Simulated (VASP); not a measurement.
OSZICAR of a VASP run on Ir (relaxed from the beta-Sn structure, space group I4_1/amd):

**OSZICAR**
```
       N       E                     dE             d eps       ncg     rms          rms(c)
DAV:   1     0.129113556819E+03    0.12911E+03   -0.71165E+03 10746   0.109E+03
DAV:   2    -0.133370954248E+02   -0.14245E+03   -0.13194E+03 10820   0.339E+02
DAV:   3    -0.190610612959E+02   -0.57240E+01   -0.53830E+01 12895   0.717E+01
DAV:   4    -0.191642459510E+02   -0.10318E+00   -0.10268E+00 11202   0.979E+00
DAV:   5    -0.191663345755E+02   -0.20886E-02   -0.20885E-02 12909   0.129E+00    0.185E+01
DAV:   6    -0.182914658544E+02    0.87487E+00   -0.16355E+00 11712   0.166E+01    0.751E+00
DAV:   7    -0.181554771748E+02    0.13599E+00   -0.36567E-01 13512   0.736E+00    0.220E+00
DAV:   8    -0.181427285859E+02    0.12749E-01   -0.13290E-02 10850   0.148E+00    0.368E-01
DAV:   9    -0.181425341087E+02    0.19448E-03   -0.23500E-04 13361   0.152E-01    0.251E-02
DAV:  10    -0.181425506945E+02   -0.16586E-04   -0.16218E-05 11645   0.371E-02    0.645E-03
DAV:  11    -0.181425507562E+02   -0.61685E-07   -0.83104E-07 12935   0.891E-03
   1 F= -.18142551E+02 E0= -.18142551E+02  d E =0.000000E+00
```

Q: Which electronic solver shows in the log?

A: It is blocked Davidson (ALGO = Normal, or the opening steps of other solvers). The INCAR had ALGO = Normal.

Q: Can the final energy be trusted as converged?

A: Self-consistency was reached. It stopped with EDIFF = 1E-7, NELM = 100 (PBEsol GGA, plane waves, VASP's PBE PAW potentials (set 64)).

The structure was generated: Ir was put into the beta-Sn type (I4_1/amd), which need not be its known phase. It was relaxed first, which changed the volume by +6 %.
